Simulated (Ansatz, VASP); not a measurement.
# Sn: VASP beside Ansatz

Aim: how closely do two programs agree when they are given the same cell, functional and k mesh? The structure shown is the start of the Ansatz relaxation below; VASP solves that cell, so the two are compared at the walk's first step.

Main program and level: Ansatz 0.2.0; plane waves, with VASP 6.6.1 beside it; single point at PBEsol.

## (1) Starting point

Symmetry: R-3m, No. 166, trigonal system. The conventional cell has a = 4.716 Å, b = 4.716 Å, c = 11.257 Å, α = 90.00°, β = 90.00°, γ = 120.00°. Sn has 4 Sn at 2.83 to 2.87 Å nearest.

## (2) Ansatz: relaxation, PBEsol

Ansatz runs on its PAW soft_1 files.

The two programs are compared at the cell with which this relaxation starts, whose forces are those of its first step.

File input.yaml:

```yaml
crystal:
  lattice:
    - [-0.0569226819, 3.2781378631, 3.2781378631]
    - [3.2781378631, -0.0569226819, 3.2781378631]
    - [3.2781378631, 3.2781378631, -0.0569226819]
  atoms:
    - { symbol: Sn, position: [0.4990869403, 0.4990869403, 0.4990869403] }
    - { symbol: Sn, position: [0.7509130597, 0.7509130597, 0.7509130597] }
  conventional_axes: [[-1, 1, 0], [0, -1, 1], [1, 1, 1]]
kpoints:
  mp_grid: { grid: [12, 12, 12], shift: [0.5, 0.5, 0.5] }
hamiltonian:
  xc: pbesol
  pseudopotentials: { kind: paw, azcp: { folder: soft_1 }, xc_functional: pbe }
scf:
  occupations: { method: gaussian, width: 0.015 }
output:
  forces: true
  stress: true
  eigenvalues: true
relax:
  adjacent_minimum: "off"
  f_tol: 0.001
  max_steps: 60
  cell: { stress_tol: 0.01, fix: [a, b, angles] }
```

Run with:

```console
$ ansatz run input.yaml --threads 4 --pin off --max-ram 10240MiB --backend cpu --events-out ev --progress --plain --runs-dir out
```

Numbers of over 12 decimals in the logs are rounded to 6 here.

The program printed:

```text
Engine: ansatz 0.2.0, x86_64-unknown-linux-gnu
Pseudopotentials: kind: paw
Pseudopotential: Sn, paw, valence charge 14, recommended cutoff 420 eV (normal), soft_1/Sn.paw.azcp
Functional definition: PBEsol
  exchange = pbesol_x
  correlation = pbesol_c
Crystal: 2 atoms, lattice volume = 72.290 Å³
Basis set: ecut = 420 eV, 1411 PW (Γ), exchange–correlation on 64×64×64 points (8 copies of the dense FFT grid, shifted against one another)
Bands: 18, of which v1, the nominal top of the filled ones, is band 14 counted from 1 (13 counted from 0)
Symmetry: 12 space group operations
Space group: R-3m (ITA 166), of the structure as read, at distance tolerance 4.2e-5 Å
k-points: 182 of 1728
Non-local potential: Sn, projectors of the file, l = 0: 2, l = 1: 2, l = 2: 2, l = 3: 1
PAW form: soft (Blöchl's): semilocal exchange-correlation on the pseudo side does not see the compensation charge
PAW frozen core: Sn, regenerated for the run's functional, and the local potential with it (the file was generated under x = pbe(κ = 0.804, μ = 0.219515), c = pbe(β = 0.066725))
PAW one-centre angular grid: Sn, 590 points (default); XC on 64 Gauss nodes
Initial density: superposition of atomic densities (chi_scale 0.1, normalization cell)
Initial wavefunctions: pseudopotential atomic-orbital guess
Functional: x = pbesol(κ = 0.804, μ = 0.123457), c = pbesol(β = 0.046)
SCF iter   1: F=—  HF=-11899.697453 eV  |F-HF|=—  |Δ(HF+E_count)|=         —  Δρ=2.03e-2  dr2=3.17e-1  ethr=3.10e-3  ⟨swp⟩=6.1  Hψ=17926  notcnv=0
preconditioner: auto → none  [insulator: Δε(μ)=0.054 eV  Ē_g=19.744 eV  σ=0.015 eV  W_gap=0.99  n_scr=14 (ndim 8)  ℏωp=23.1 eV  f_vac=0.014  D(μ)=0.02/eV (n_scr^D=0)  ε∞_Penn≈2.4]
SCF iter   2: F=—  HF=-11899.638103 eV  |F-HF|=—  |Δ(HF+E_count)|=   5.93e-2  Δρ=9.19e-3  dr2=5.94e-2  ethr=1.13e-3  ⟨swp⟩=2.0  Hψ=5448  notcnv=0
SCF iter   3: F=—  HF=-11899.631365 eV  |F-HF|=—  |Δ(HF+E_count)|=   6.74e-3  Δρ=8.65e-4  dr2=3.72e-4  ethr=2.12e-4  ⟨swp⟩=2.8  Hψ=4724  notcnv=0
SCF iter   4: F=—  HF=-11899.631510 eV  |F-HF|=—  |Δ(HF+E_count)|=   1.45e-4  Δρ=3.60e-4  dr2=4.84e-5  ethr=1.33e-6  ⟨swp⟩=2.0  Hψ=6525  notcnv=0
SCF iter   5: F=—  HF=-11899.631513 eV  |F-HF|=—  |Δ(HF+E_count)|=   3.81e-6  Δρ=9.13e-5  dr2=3.30e-6  ethr=1.73e-7  ⟨swp⟩=2.0  Hψ=5809  notcnv=0
SCF iter   6: F=—  HF=-11899.631514 eV  |F-HF|=—  |Δ(HF+E_count)|=   7.84e-7  Δρ=1.61e-5  dr2=2.03e-7  ethr=1.18e-8  ⟨swp⟩=2.0  Hψ=5825  notcnv=0
SCF iter   7: F=-11899.631514 eV  HF=-11899.631514 eV  |F-HF|=1.63e-9  |Δ(HF+E_count)|=   9.41e-9  Δρ=3.18e-6  dr2=7.13e-9  ethr=3.57e-10  ⟨swp⟩=6.0  Hψ=15319  notcnv=0
SCF 1 converged in 7 iterations: F = -11899.631514 eV  dr2 = 7.13e-9
  greatest PAW one-centre occupation: 0.991 electrons in one spin orbital (limit 2), on the Sn atom at site 1 (counted from 0), in its partial waves of l = 2
relax step   1: F+E_penalty+E_count = -11899.63151409 eV  Δ(F+E_penalty+E_count) = +0.000e0 eV  max|allowed force component| = 4.926e-2 eV/Å  Δτ_max = 0.0000 Å  P = -1.272 GPa  Ω = 72.290 Å³  fix = [a, b, alpha, beta, gamma]  reactions: a -1.831, b -1.831 GPa  (7 SCF iters, dr2 threshold 1.00e-7 eV, accepted)
[...]
relax step   2: F+E_penalty+E_count = -11899.63194040 eV  Δ(F+E_penalty+E_count) = -4.263e-4 eV  max|allowed force component| = 6.045e-2 eV/Å  Δτ_max = 0.0197 Å  P = -1.033 GPa  Ω = 71.748 Å³  energy of the carried Pulay correction = +2.167e-5 eV  fix = [a, b, alpha, beta, gamma]  reactions: a -1.448, b -1.448 GPa  (4 SCF iters, dr2 threshold 1.52e-7 eV, accepted)
[...]
relax step   3: F+E_penalty+E_count = -11899.63270603 eV  Δ(F+E_penalty+E_count) = -7.656e-4 eV  max|allowed force component| = 3.126e-3 eV/Å  Δτ_max = 0.0091 Å  P = -1.096 GPa  Ω = 71.902 Å³  energy of the carried Pulay correction = +1.550e-5 eV  fix = [a, b, alpha, beta, gamma]  reactions: a -1.622, b -1.622 GPa  (4 SCF iters, dr2 threshold 2.00e-7 eV, accepted)
[...]
relax step   4: F+E_penalty+E_count = -11899.63272153 eV  Δ(F+E_penalty+E_count) = -1.550e-5 eV  max|allowed force component| = 2.099e-4 eV/Å  Δτ_max = 0.0009 Å  P = -1.067 GPa  Ω = 71.844 Å³  energy of the carried Pulay correction = +1.780e-5 eV  fix = [a, b, alpha, beta, gamma]  reactions: a -1.601, b -1.601 GPa  (4 SCF iters, dr2 threshold 4.62e-9 eV, accepted)
[...]
relax step   5: F+E_penalty+E_count = -11899.63270310 eV  Δ(F+E_penalty+E_count) = +1.843e-5 eV  max|allowed force component| = 2.114e-4 eV/Å  Δτ_max = 0.0000 Å  P = -1.068 GPa  Ω = 71.844 Å³  fix = [a, b, alpha, beta, gamma]  reactions: a -1.601, b -1.601 GPa  stress off target by 3.10e-4 GPa on what of the cell is left free  SCF on the basis re-selected at this cell (its energy is not comparable with the rows above)  (5 SCF iters)
basis re-selected at this cell: Δ(F+E_penalty+E_count) = +1.843e-5 eV, ΔP = -0.000 GPa vs the last step (what re-selecting the basis moved, of the pressure what is left beyond the Pulay correction that the steps carried, after the strain that the cell walked since its last selection, with what the two solves' SCF thresholds leave and, on support functions, any second-order correction that the steps lacked; it is no m [...]
SCF converged after 5 iterations
Free energy (F): -11899.632703 eV
Harris-Foulkes:  -11899.632703 eV  (|F-HF|=3.64e-12)
Internal energy: -11899.632692 eV  (E = F + TS)
E sigma→0 (E₀):  -11899.632698 eV
Entropy (-TS):   -0.000011 eV (-0.005 meV/atom)
Fermi energy:    7.092382 eV
--- Per-component energies (eV) ---
  E_band       = -264.640178
  E_kinetic    = 336.035204
  E_local      = -2683.223502  (includes V_loc(G=0)·N_el)
  E_nonlocal   = 293.687401
  E_hartree    = 1298.523400
  E_xc         = -248.570546
  E_vxc        = -159.778184  (∫ρ·V_xc dr)
  E_paw        = -8592.505309  (= ΣΔE_a)
  E_vpaw       = -648.408492  (= ΣTr[D̂ρ^β])
  E_aug_tail   = 0.000581  (compensation charges beyond the density's cutoff)
  E_ewald      = -2304.149600
  E_core_change = 0.569679  (= ΣΔE_core)
  E_smearing   = -0.000011  (= −TS)
  E_closure    = 0.000000  (closes the sum)
  Σ components = -11899.632703   (vs F -11899.632703, Δ=0.00e0)
--- Forces (eV/Å), atoms counted from 1 ---
  atom   1  Sn    -0.00021137    -0.00021137    -0.00021137
  atom   2  Sn     0.00021137     0.00021137     0.00021137
  max |Σ_I F_I| component: 4.61e-18 eV/Å
--- Stress (GPa, compression-positive) ---
       -1.067586       0.533638       0.533638
        0.533638      -1.067586       0.533638
        0.533638       0.533638      -1.067586
  P = ⅓ Tr σ = -1.0676 GPa (-10.676 kbar)
--- Band table (eV; the first three rows and the last of 182) ---
  k-point 0: bands = [... 10 lower, -3.1792, 5.8654, 7.0751, 7.0751, 7.4155, 9.2386, 9.2386, 9.4482]
  k-point 1: bands = [... 10 lower, -3.0940, 5.0892, 6.8799, 7.0211, 7.6171, 9.3273, 9.4145, 9.9093]
  k-point 2: bands = [... 10 lower, -2.8870, 3.9562, 6.5769, 6.7827, 7.6394, 9.6584, 9.8201, 10.6792]
  k-point 181: bands = [... 10 lower, -1.5134, 1.0008, 5.2867, 5.8593, 7.3445, 10.0863, 10.3715, 12.7962]
--- Relaxed structure (4 steps of the walk, 4 accepted, 1 SCFs on fresh bases) ---
  F+E_penalty+E_count = -11899.63270310 eV   max|allowed force component| = 2.114e-4 eV/Å   (the final SCF, on the basis selected at the relaxed cell)
  cell:  # Å, volume = 71.8441 Å³
    - [-0.070283, 3.264778, 3.264778]
    - [3.264778, -0.070283, 3.264778]
    - [3.264778, 3.264778, -0.070283]
  atoms:
    - { symbol: Sn, position: [0.498064, 0.498064, 0.498064] }
    - { symbol: Sn, position: [0.751936, 0.751936, 0.751936] }
```

(Continued in part 2 of 3.)

[Lines on the potential files, build, host, timing and source positions are cut from VASP's logs without a mark.]

[Logs are printed without paths, hosts, clocks, repeated set-up lines and the standing remarks that a program may print on its own settings, such as how far it seeks lower states.]

[Hosts, paths, dates, database ids (printed as entryN), source tags and the programs' standing remarks are cut or masked in the printed files.]
